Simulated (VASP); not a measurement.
OSZICAR of a VASP run on TiW3 (space group I4/mmm):

File OSZICAR:
```
       N       E                     dE             d eps       ncg     rms          rms(c)
DAV:   1     0.639244736115E+03    0.63924E+03   -0.22366E+04  3848   0.147E+03
DAV:   2     0.667960292203E+01   -0.63257E+03   -0.61810E+03  3856   0.539E+02
DAV:   3    -0.469229449686E+02   -0.53603E+02   -0.50759E+02  5304   0.147E+02
DAV:   4    -0.506211838856E+02   -0.36982E+01   -0.35597E+01  5496   0.292E+01
DAV:   5    -0.507744298291E+02   -0.15325E+00   -0.15093E+00  5408   0.517E+00    0.356E+01
DAV:   6    -0.488433372634E+02    0.19311E+01   -0.12235E+01  5184   0.255E+01    0.161E+01
DAV:   7    -0.490659156171E+02   -0.22258E+00   -0.20034E+01  5216   0.405E+01    0.809E+00
DAV:   8    -0.479911726380E+02    0.10747E+01   -0.28001E+00  5192   0.119E+01    0.201E+00
DAV:   9    -0.479491437558E+02    0.42029E-01   -0.57876E-01  5472   0.379E+00    0.120E+00
DAV:  10    -0.479442219697E+02    0.49218E-02   -0.55795E-02  4936   0.176E+00    0.308E-01
DAV:  11    -0.479439615627E+02    0.26041E-03   -0.57850E-03  5384   0.478E-01    0.108E-01
DAV:  12    -0.479438909197E+02    0.70643E-04   -0.75455E-04  4992   0.223E-01    0.656E-02
DAV:  13    -0.479437996659E+02    0.91254E-04   -0.15369E-04  4760   0.111E-01    0.248E-02
DAV:  14    -0.479437957626E+02    0.39032E-05   -0.29513E-05  4888   0.460E-02    0.544E-03
DAV:  15    -0.479437959418E+02   -0.17912E-06   -0.22942E-06  3792   0.120E-02
   1 F= -.47943796E+02 E0= -.47939781E+02  d E =-.802913E-02  mag=     0.0000    -0.0000     0.0000
```

**Question.** Which electronic solver shows in the log?

**Answer.** It is blocked Davidson (ALGO = Normal, or the opening steps of other solvers). The INCAR had ALGO = Normal.

**Question.** How was spin treated?

**Answer.** With non-collinear spinors: mag has three components.

**Question.** Can the final energy be trusted as converged?

**Answer.** The run converged. It stopped with EDIFF = 1E-6, NELM = 100 (PBE GGA with spin-orbit coupling, plane waves, VASP's PBE PAW potentials (set 64)).

The structure was generated: TiW3 was put into an ordered model structure, which need not be its known phase. The cell was not relaxed at this level. The k-mesh is coarse (spacing up to 0.39 per Å, 2π included), so the numbers may not be converged in it. The run is one of a series of settings (GGA_COMPAT = .FALSE., LNONCOLLINEAR = .TRUE., LSORBIT = .TRUE., MAGMOM = 0.0 0.0 0.0 0.0 0.0 0.0 0.0 0.0 0.0 0.0 0.0 0.0, program vasp_ncl against the base run), some of them coarse on purpose.
